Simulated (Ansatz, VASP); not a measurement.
**SnSeS in two plane-wave programs**

Aim: how closely do two programs agree when they are given the same cell, functional and k mesh? The cell is taken from a series of runs on this material, whose earlier steps may have relaxed, scaled, displaced or heated it; both programs get it as it stands.

Program: Ansatz 0.2.0. Level of theory: plane waves, with VASP 6.6.1 beside it; relaxation of cell and atoms at PBEsol. Results are calculated unless marked as measured.

## 1. Set-up

The structure is trigonal, space group P3m1 (No. 156). Conventional cell: a = 3.734 Å, b = 3.734 Å, c = 6.110 Å, α = 90.00°, β = 90.00°, γ = 120.00°. Nearest to Sn lie 3 S at 2.60 Å and 3 Se at 2.69 Å. Se has 3 Sn at 2.69 Å nearest. Nearest to S lie 3 Sn at 2.60 Å. Farther neighbours and most contacts between anions are not listed.

## 2. VASP: relaxation of cell and atoms, PBEsol

The relaxed volume is the usual yardstick between codes: in a stiff, nearly cubic crystal its relative difference is about their pressure difference at one cell divided by the bulk modulus.

Lines of VASP's logs that name or quote its potential files are left out, and so is its time.

INCAR reads:

```
SYSTEM = SnSeS
PREC = Accurate
ENCUT = 500
EDIFF = 1E-07
NELM = 120
ISMEAR = 0
SIGMA = 0.01
LREAL = .FALSE.
ALGO = Normal
GGA = PS
NBANDS = 19
LORBIT = 11
LWAVE = .FALSE.
LCHARG = .FALSE.
ISIF = 3
IBRION = 2
NSW = 80
EDIFFG = -0.005
LASPH = .TRUE.
GGA_COMPAT = .FALSE.
NELMIN = 4
EFERMI = MIDGAP
KPAR = 2
```

POSCAR reads:

```
SnSeS
1.0
    3.7337810000      0.0000000000      0.0000000000
   -1.8668900000      3.2335490000      0.0000000000
    0.0000000000      0.0000000000      6.1099510000
Sn Se S
1 1 1
Direct
    0.3333331925      0.6666665636      0.0078224850
    0.9999998592      0.9999998969      0.7455892854
    0.6666665258      0.3333332303      0.2465892116
```

KPOINTS reads:

```
Automatic mesh
0
Gamma
9 9 4
0 0 0
```

Potentials, in the order of the species: Sn_d, Se and S (PBE family, release 64).

Run with:

```sh
> mpirun -np 2 vasp_std
```

Numbers of over 12 decimals in the logs are rounded to 6 here.

What it wrote:

```text
[banner, memory and clock lines left out]
running    2 mpi-ranks, on    1 nodes
 distrk:  each k-point on    1 cores,    2 groups
 distr:  one band on    1 cores,    1 groups

 POSCAR found type information on POSCAR SnSeS
 POSCAR found :  3 types and       3 ions
|                                                                             |
|               ----> ADVICE to this user running VASP <----                  |
|                                                                             |
|     You enforced a specific xc type in the INCAR file but a different       |
|     [... a line on the potential file left out ...]
|     I HOPE YOU KNOW WHAT YOU ARE DOING!                                     |
|                                                                             |

 LDA part: xc-table for (Slater+PW92), standard interpolation
 POSCAR, INCAR and KPOINTS ok, starting setup
 FFT: planning ... GRIDC
 FFT: planning ... GRID_SOFT
 FFT: planning ... GRID
 WAVECAR not read
 entering main loop
       N       E                     dE             d eps       ncg     rms          rms(c)
DAV:   1     0.205770151588E+03    0.20577E+03   -0.12369E+04  1646   0.159E+03
DAV:   2     0.100519935337E+02   -0.19572E+03   -0.18921E+03  1721   0.391E+02
DAV:   3    -0.131190459676E+02   -0.23171E+02   -0.22765E+02  2016   0.120E+02
DAV:   4    -0.139342477690E+02   -0.81520E+00   -0.81311E+00  2000   0.233E+01
DAV:   5    -0.139510244443E+02   -0.16777E-01   -0.16775E-01  2172   0.364E+00    0.679E+00
DAV:   6    -0.136179350734E+02    0.33309E+00   -0.69836E-01  2425   0.941E+00    0.461E+00
DAV:   7    -0.135887176952E+02    0.29217E-01   -0.19777E-01  1982   0.316E+00    0.137E+00
DAV:   8    -0.135865286575E+02    0.21890E-02   -0.18486E-02  2141   0.129E+00    0.417E-01
DAV:   9    -0.135865301897E+02   -0.15321E-05   -0.20495E-03  1849   0.325E-01    0.128E-01
DAV:  10    -0.135865365407E+02   -0.63510E-05   -0.27259E-04  2148   0.962E-02    0.558E-02
DAV:  11    -0.135865575178E+02   -0.20977E-04   -0.47802E-05  1790   0.409E-02    0.163E-02
DAV:  12    -0.135865581536E+02   -0.63578E-06   -0.35940E-06  2140   0.141E-02    0.823E-03
DAV:  13    -0.135865593168E+02   -0.11632E-05   -0.16684E-06  1778   0.786E-03    0.252E-03
DAV:  14    -0.135865593978E+02   -0.81019E-07   -0.10103E-07  1698   0.268E-03
   1 F= -.13586559E+02 E0= -.13586559E+02  d E =-.135866E+02
 curvature:   0.00 expect dE= 0.000E+00 dE for cont linesearch  0.000E+00
 trial: gam= 0.00000 g(F)=  0.385E-04 g(S)=  0.623E-05 ort = 0.000E+00 (trialstep = 0.100E+01)
 search vector abs. value=  0.448E-04
 bond charge predicted
       N       E                     dE             d eps       ncg     rms          rms(c)
DAV:   1    -0.135866141924E+02   -0.54876E-04   -0.61604E-03  2412   0.657E-01    0.402E-02
DAV:   2    -0.135865869679E+02    0.27225E-04   -0.19629E-04  2184   0.156E-01    0.199E-02
DAV:   3    -0.135865755223E+02    0.11446E-04   -0.32040E-05  2227   0.742E-02    0.420E-03
DAV:   4    -0.135865746653E+02    0.85697E-06   -0.26271E-06  2251   0.124E-02    0.229E-03
DAV:   5    -0.135865741469E+02    0.51842E-06   -0.13142E-07  1352   0.369E-03    0.890E-04
DAV:   6    -0.135865739662E+02    0.18067E-06   -0.67763E-08   913   0.261E-03    0.285E-04
DAV:   7    -0.135865739614E+02    0.48026E-08   -0.11032E-08   847   0.108E-03
   2 F= -.13586574E+02 E0= -.13586574E+02  d E =-.145636E-04
 trial-energy change:   -0.000015  1 .order   -0.000015   -0.000045    0.000015
 step:   0.7462(harm=  0.7462)  dis= 0.00070  next Energy=   -13.586576 (dE=-0.167E-04)
 bond charge predicted
       N       E                     dE             d eps       ncg     rms          rms(c)
DAV:   1    -0.135865782406E+02   -0.42744E-05   -0.39505E-04  2403   0.166E-01    0.102E-02
DAV:   2    -0.135865763642E+02    0.18765E-05   -0.12588E-05  2181   0.396E-02    0.507E-03
DAV:   3    -0.135865757783E+02    0.58589E-06   -0.20587E-06  2221   0.188E-02    0.106E-03
DAV:   4    -0.135865758675E+02   -0.89195E-07   -0.12637E-07   952   0.315E-03
   3 F= -.13586576E+02 E0= -.13586576E+02  d E =-.164697E-04
 curvature:  -0.37 expect dE=-0.119E-05 dE for cont linesearch -0.335E-07
 trial: gam= 0.02643 g(F)=  0.972E-06 g(S)=  0.222E-05 ort = 0.201E-05 (trialstep = 0.949E+00)
 search vector abs. value=  0.333E-05
 reached required accuracy - stopping structural energy minimisation
```

From OUTCAR (step 2):

```text
ion  position               nearest neighbor table
   1  0.333  0.667  0.008-   3 2.60   3 2.60   3 2.60   2 2.69   2 2.69   2 2.69
   2  1.000  1.000  0.746-   1 2.69   1 2.69   1 2.69
   3  0.667  0.333  0.247-   1 2.60   1 2.60   1 2.60

  LATTYP: Found a hexagonal cell.
 ALAT       =     3.7337810000
 C/A-ratio  =     1.6363977962

 Subroutine GETGRP returns: Found  6 space group operations
 (whereof  6 operations were pure point group operations)

The static configuration has the point symmetry C_3v.

 Found     43 irreducible k-points:

   k-points           NKPTS =     43   k-points in BZ     NKDIM =     43   number of bands    NBANDS=     19

   dimension x,y,z NGX =    28 NGY =   28 NGZ =   48
   dimension x,y,z NGXF=    56 NGYF=   56 NGZF=   96

   ENCUT  =  500.0 eV  36.75 Ry    6.06 a.u.   6.81  6.81 11.14*2*pi/ulx,y,z

   NELECT =      26.0000    total number of electrons

 k-points in reciprocal lattice and weights: Automatic mesh
   0.00000000  0.00000000  0.00000000       0.003
   0.11111111 -0.00000000  0.00000000       0.019
   0.22222222  0.00000000  0.00000000       0.019
   0.33333333  0.00000000  0.00000000       0.019
   0.44444444  0.00000000  0.00000000       0.019
   0.11111111  0.11111111  0.00000000       0.019
   0.22222222  0.11111111  0.00000000       0.037
   0.33333333  0.11111111  0.00000000       0.037
   0.44444444  0.11111111  0.00000000       0.019
[...]
0.33333333  0.22222222  0.50000000       0.037
   0.33333333  0.33333333  0.50000000       0.006

 average (electrostatic) potential at core
       1-102.2379       2 -52.9735       3 -86.5968

 E-fermi :   4.6604

 k-point     1 :       0.0000    0.0000    0.0000
  band No.  band energies     occupation
    ...
      9       3.2518      2.00000
     10       3.2518      2.00000
     11       3.9943      2.00000
     12       4.1458      2.00000
     13       4.1458      2.00000
     14       5.4573      0.00000
     15       7.4337      0.00000
     16       9.1029      0.00000
     17       9.1029      0.00000
     18      12.4569      0.00000
    ...

 k-point     2 :       0.1111   -0.0000    0.0000
  band No.  band energies     occupation
    ...
      9       2.2800      2.00000
     10       2.9478      2.00000
     11       3.3220      2.00000
     12       4.0468      2.00000
     13       4.1834      2.00000
     14       6.2477      0.00000
     15       8.0631      0.00000
     16       8.8217      0.00000
     17       9.3423      0.00000
     18      12.2260      0.00000
    ...

 k-point     3 :       0.2222    0.0000    0.0000
  band No.  band energies     occupation
    ...
      9       0.9045      2.00000
     10       2.1689      2.00000
     11       2.3861      2.00000
     12       3.9233      2.00000
     13       4.1324      2.00000
     14       6.4565      0.00000
     15       8.2242      0.00000
     16       9.7442      0.00000
     17       9.7482      0.00000
     18      11.0799      0.00000
    ...

  Total       -0.0054007     -0.0054007     -0.0089174     -0.0000000     -0.0000000      0.0000000
  in kB       -0.1172527     -0.1172527     -0.1936031     -0.0000000     -0.0000000      0.0000000
  external PRESSURE =      -0.1427028 kB  Pullay stress =       0.0000000 kB

  energy-cutoff  :      500.00
  volume of cell :       73.80
      direct lattice vectors                 reciprocal lattice vectors
     3.734147127  0.000000000 -0.000000000     0.267798768  0.154613659 -0.000000000
    -1.867073063  3.233866075 -0.000000000    -0.000000000  0.309227401 -0.000000000
     0.000000000  0.000000000  6.111118888     0.000000000  0.000000000  0.163636155

 POSITION                                       TOTAL-FORCE (eV/Angst)
 -----------------------------------------------------------------------------------
     -0.00000      2.15591      0.04850        -0.000000      0.000000      0.002159
      1.86707      3.23387      4.55565        -0.000000     -0.000000     -0.003644
      1.86707      1.07796      1.50698         0.000000      0.000000      0.001485
 -----------------------------------------------------------------------------------
    total drift:                                0.000429      0.000428      0.000521

  FREE ENERGIE OF THE ION-ELECTRON SYSTEM (eV)
  ---------------------------------------------------
  free  energy   TOTEN  =       -13.5865758675 eV

  energy  without entropy=      -13.5865758675  energy(sigma->0) =      -13.58657587

 reached required accuracy - stopping structural energy minimisation

 total charge
# of ion       s       p       d       tot
------------------------------------------
    1        1.041   1.039  10.122  12.202
    2        1.488   2.307   0.030   3.824
    3        1.360   2.298   0.000   3.658
--------------------------------------------------
tot          3.889   5.644  10.152  19.685

[... 3 further parts left out ...]
```

CONTCAR:

```
SnSeS
   1.00000000000000
     3.7341471266287423    0.0000000000566137   -0.0000000000000000
    -1.8670730632163131    3.2338660748748902   -0.0000000000000000
     0.0000000000000000    0.0000000000000000    6.1111188875711262
  Sn              Se              S
     1     1     1
Direct
     0.3333331924999996    0.6666665636000033    0.0079367846453123
     0.9999998592000026    0.9999998969000004    0.7454683426581610
     0.6666665257999966    0.3333332302999992    0.2465958546965298
```

## 3. Ansatz: relaxation of cell and atoms, PBEsol

Ansatz runs on its default PAW (the set named soft_2) files.

The same cell, functional and mesh now go to Ansatz, which takes its cutoff from its data sets.

input.yaml reads:

```yaml
crystal:
  lattice:
    - [3.733780705, -2.866e-07, 0.0]
    - [-1.8668901043, 3.233549086, 0.0]
    - [0.0, 0.0, 6.1099509225]
  atoms:
    - { symbol: Sn, position: [0.3333333333, 0.6666666667, 0.0078224781] }
    - { symbol: Se, position: [0.0, 0.0, 0.745589343] }
    - { symbol: S, position: [0.6666666667, 0.3333333333, 0.2465891789] }
kpoints:
  mp_grid: { grid: [9, 9, 4] }
hamiltonian:
  xc: pbesol
scf:
  occupations: { method: fixed }
output:
  forces: true
  stress: true
  eigenvalues: true
relax:
  adjacent_minimum: "off"
  f_tol: 0.001
  max_steps: 60
  cell: { stress_tol: 0.01 }
```

Run with:

```sh
> ansatz run input.yaml --threads 2 --pin off --max-ram 5120MiB --backend cpu --events-out ev --progress --plain --runs-dir out
```

What it wrote:

```text
Engine: ansatz 0.2.0, x86_64-unknown-linux-gnu
Pseudopotentials: kind: paw
Pseudopotential: Sn, paw, valence charge 14, recommended cutoff 420 eV (normal), Sn.paw.azcp
Pseudopotential: Se, paw, valence charge 16, recommended cutoff 420 eV (normal), Se.paw.azcp
Pseudopotential: S, paw, valence charge 6, recommended cutoff 420 eV (normal), S.paw.azcp
Functional definition: PBEsol
  exchange = pbesol_x
  correlation = pbesol_c
Crystal: 3 atoms, lattice volume = 73.768 Å³
Basis set: ecut = 420 eV, 1449 PW (Γ), exchange–correlation on 50×50×90 points (8 copies of the dense FFT grid, shifted against one another)
Bands: 22, of which v1, the nominal top of the filled ones, is band 18 counted from 1 (17 counted from 0)
Symmetry: 6 space group operations
Space group: P3m1 (ITA 156), of the structure as read, at distance tolerance 4.2e-5 Å
k-points: 43 of 324 (time reversal used)
Non-local potential: Sn, projectors of the file, l = 0: 2, l = 1: 2, l = 2: 2, l = 3: 2
Non-local potential: Se, projectors of the file, l = 0: 2, l = 1: 2, l = 2: 3, l = 3: 1
Non-local potential: S, projectors of the file, l = 0: 2, l = 1: 2, l = 2: 2
PAW form: soft (Blöchl's): semilocal exchange-correlation on the pseudo side does not see the compensation charge
PAW frozen core: Sn, regenerated for the run's functional, and the local potential with it (the file was generated under x = pbe(κ = 0.804, μ = 0.219515), c = pbe(β = 0.066725))
PAW frozen core: Se, regenerated for the run's functional, and the local potential with it (the file was generated under x = pbe(κ = 0.804, μ = 0.219515), c = pbe(β = 0.066725))
PAW frozen core: S, regenerated for the run's functional, and the local potential with it (the file was generated under x = pbe(κ = 0.804, μ = 0.219515), c = pbe(β = 0.066725))
PAW one-centre angular grid: Sn, 590 points (default); XC on 64 Gauss nodes
PAW one-centre angular grid: Se, 590 points (default); XC on 64 Gauss nodes
PAW one-centre angular grid: S, 110 points (default); XC on 64 Gauss nodes
Initial density: superposition of atomic densities (neutral atoms: chi_scale 0, normalization atom), corrected by the library's trained network
Initial wavefunctions: pseudopotential atomic-orbital guess
Functional: x = pbesol(κ = 0.804, μ = 0.123457), c = pbesol(β = 0.046)
SCF iter   1: F=—  HF=-12259.994503 eV  |F-HF|=—  |Δ(HF+E_count)|=         —  Δρ=3.94e-3  dr2=2.11e-2  ethr=1.77e-3  ⟨swp⟩=5.0  Hψ=3856  notcnv=0  defer=80
preconditioner: auto → Resta (q_TF=auto, 2.421 Å⁻¹)  ε∞=3.0  [insulator: Δε(μ)=0.895 eV  Ē_g=15.698 eV  n_scr=22 (ndim 8)  ℏωp=22.0 eV  f_vac=0.050  ε∞_Penn≈3.0]
SCF iter   2: F=—  HF=-12259.987580 eV  |F-HF|=—  |Δ(HF+E_count)|=   6.92e-3  Δρ=1.32e-3  dr2=1.32e-3  ethr=5.86e-5  ⟨swp⟩=2.1  Hψ=1485  notcnv=0  defer=86
SCF iter   3: F=—  HF=-12259.987325 eV  |F-HF|=—  |Δ(HF+E_count)|=   2.55e-4  Δρ=5.00e-4  dr2=1.80e-4  ethr=3.67e-6  ⟨swp⟩=2.0  Hψ=1591  notcnv=0  defer=86
SCF iter   4: F=—  HF=-12259.987356 eV  |F-HF|=—  |Δ(HF+E_count)|=   3.13e-5  Δρ=1.98e-4  dr2=2.85e-5  ethr=5.01e-7  ⟨swp⟩=2.0  Hψ=1655  notcnv=0  defer=60
SCF iter   5: F=—  HF=-12259.987375 eV  |F-HF|=—  |Δ(HF+E_count)|=   1.91e-5  Δρ=4.74e-5  dr2=2.31e-6  ethr=7.92e-8  ⟨swp⟩=2.4  Hψ=1643  notcnv=0
SCF iter   6: F=—  HF=-12259.987376 eV  |F-HF|=—  |Δ(HF+E_count)|=   8.29e-7  Δρ=1.76e-5  dr2=2.52e-7  ethr=6.43e-9  ⟨swp⟩=2.0  Hψ=1720  notcnv=0  defer=1
SCF iter   7: F=-12259.987377 eV  HF=-12259.987377 eV  |F-HF|=4.05e-8  |Δ(HF+E_count)|=   4.68e-7  Δρ=5.47e-6  dr2=3.32e-8  ethr=2.78e-10  ⟨swp⟩=7.4  Hψ=4530  notcnv=0
SCF 1 converged in 7 iterations: F = -12259.987377 eV  dr2 = 3.32e-8
  greatest PAW one-centre occupation: 1.000 electrons in one spin orbital (limit 2), on the Se atom at site 1 (counted from 0), in its partial waves of l = 2
relax step   1: F+E_penalty+E_count = -12259.98737657 eV  Δ(F+E_penalty+E_count) = +0.000e0 eV  max|allowed force component| = 2.120e-3 eV/Å  Δτ_max = 0.0000 Å  P = -0.005 GPa  Ω = 73.768 Å³  (7 SCF iters, dr2 threshold 1.00e-7 eV, accepted)
[...]
relax step   2: F+E_penalty+E_count = -12259.98738070 eV  Δ(F+E_penalty+E_count) = -4.135e-6 eV  max|allowed force component| = 2.427e-3 eV/Å  Δτ_max = 0.0003 Å  P = -0.001 GPa  Ω = 73.754 Å³  energy of the carried Pulay correction = +3.514e-6 eV  (5 SCF iters, dr2 threshold 2.89e-10 eV, accepted)
[...]
relax step   3: F+E_penalty+E_count = -12259.98738449 eV  Δ(F+E_penalty+E_count) = -3.789e-6 eV  max|allowed force component| = 8.703e-4 eV/Å  Δτ_max = 0.0003 Å  P = +0.001 GPa  Ω = 73.740 Å³  energy of the carried Pulay correction = +6.867e-6 eV  (4 SCF iters, dr2 threshold 3.68e-10 eV, accepted)
[...]
relax step   4: F+E_penalty+E_count = -12259.98737959 eV  Δ(F+E_penalty+E_count) = +4.898e-6 eV  max|allowed force component| = 8.694e-4 eV/Å  Δτ_max = 0.0000 Å  P = +0.001 GPa  Ω = 73.740 Å³  stress off target by 3.00e-3 GPa  SCF on the basis re-selected at this cell (its energy is not comparable with the rows above)  (6 SCF iters)
basis re-selected at this cell: Δ(F+E_penalty+E_count) = +4.898e-6 eV, ΔP = -0.000 GPa vs the last step (what re-selecting the basis moved, of the pressure what is left beyond the Pulay correction that the steps carried, after the strain that the cell walked since its last selection, with what the two solves' SCF thresholds leave and, on support functions, any second-order correction that the steps lacked; it is no m [...]
SCF converged after 6 iterations
Free energy (F): -12259.987380 eV
Harris-Foulkes:  -12259.987380 eV  (|F-HF|=1.82e-12)
Internal energy: -12259.987380 eV  (E = F + TS)
E sigma→0 (E₀):  -12259.987380 eV
Fermi energy:    7.126133 eV
--- Per-component energies (eV) ---
  E_band       = -503.208756
  E_kinetic    = 412.597820
  E_local      = -4141.969793  (includes V_loc(G=0)·N_el)
  E_nonlocal   = -592.779361
  E_hartree    = 2124.747686
  E_xc         = -576.948797
  E_vxc        = -280.536677  (∫ρ·V_xc dr)
  E_paw        = -6522.340427  (= ΣΔE_a)
  E_vpaw       = -150.015516  (= ΣTr[D̂ρ^β])
  E_aug_tail   = -0.000608  (compensation charges beyond the density's cutoff)
  E_ewald      = -2964.649139
  E_core_change = 1.355240  (= ΣΔE_core)
  E_smearing   = -0.000000  (= −TS)
  E_closure    = 0.000000  (closes the sum)
  Σ components = -12259.987380   (vs F -12259.987380, Δ=0.00e0)
--- Forces (eV/Å), atoms counted from 1 ---
  atom   1  Sn     0.00000000     0.00000000    -0.00086952
  atom   2  Se     0.00000000     0.00000000     0.00033797
  atom   3  S     -0.00000000    -0.00000000     0.00053119
  max |Σ_I F_I| component: 3.71e-7 eV/Å
--- Stress (GPa, compression-positive) ---
        0.003004      -0.000000       0.000000
       -0.000000       0.003004       0.000000
       -0.000000       0.000000      -0.002402
  P = ⅓ Tr σ = 0.0012 GPa (0.012 kbar)
--- Band table (eV; the first three rows and the last of 43) ---
  k-point 0: bands = [... 14 lower, 6.1621, 6.9087, 7.0457, 7.0457, 8.3617, 10.3375, 12.0061, 12.0061]
  k-point 1: bands = [... 14 lower, 6.1485, 6.1485, 7.0858, 7.0858, 9.1340, 10.3674, 11.8806, 11.8806]
  k-point 2: bands = [... 14 lower, 6.1359, 6.1359, 7.1256, 7.1256, 9.6105, 10.3868, 11.7617, 11.7617]
  k-point 42: bands = [... 14 lower, 3.0481, 3.4258, 6.5421, 6.7069, 9.5994, 11.8277, 11.8762, 13.4862]
--- Relaxed structure (3 steps of the walk, 3 accepted, 1 SCFs on fresh bases) ---
  F+E_penalty+E_count = -12259.98737959 eV   max|allowed force component| = 8.694e-4 eV/Å   (the final SCF, on the basis selected at the relaxed cell)
  cell:  # Å, volume = 73.7402 Å³
    - [3.733776, -2.8659794453059387e-7, -1.0245919000534893e-19]
    - [-1.866888, 3.233545, 0]
    - [-1.6766400856544685e-19, 0, 6.107694]
  atoms:
    - { symbol: Sn, position: [0.333333, 0.666667, 0.00784516] }
    - { symbol: Se, position: [0, 0, 0.745497] }
    - { symbol: S, position: [0.666667, 0.333333, 0.246659] }
```

## 4. Differences

Known differences besides the potentials themselves: fixed occupations in Ansatz, narrow Gaussian smearing in VASP; the data sets hold 36 valence electrons in Ansatz (on its default PAW (the set named soft_2) files) and 26 in VASP; the cutoff is 420 eV in Ansatz and 500 eV in VASP; Ansatz makes its cores anew for this functional, VASP keeps those of its PBE data sets; Ansatz adds a Pulay correction to the stress that steers its cell, VASP none. Total energies have different zeros and are not compared.

The two programs side by side:

```
                                         quantity  Ansatz   VASP  difference
                                      volume (Å³)   73.74  73.80     -0.08 %
edge a after relaxation, in the typed setting (Å)   3.734  3.734     -0.01 %
edge c after relaxation, in the typed setting (Å)   6.108  6.111     -0.06 %
```

## 5. Results

```
difference in volume (relaxation of cell and atoms, PBEsol) : -0.076 %
```

What this shows: The difference in volume is -0.076 % (relaxation of cell and atoms, PBEsol), within the 1.2 % picked in this series as the mark of a large difference, as far as the stopping tolerances let one tell. The data sets hold unlike numbers of valence electrons (36 in Ansatz and 26 in VASP), so part of the differences comes from the potentials. 1 further run of this series is not shown here. How closely two codes agree says nothing of how well the functional describes the real material.

[Lines on the potential files, build, host, timing and source positions are cut from VASP's logs without a mark.]

[Logs are printed without paths, hosts, clocks, repeated set-up lines and the standing remarks that a program may print on its own settings, such as how far it seeks lower states.]

[Hosts, paths, dates, database ids (printed as entryN), source tags and the programs' standing remarks are cut or masked in the printed files.]
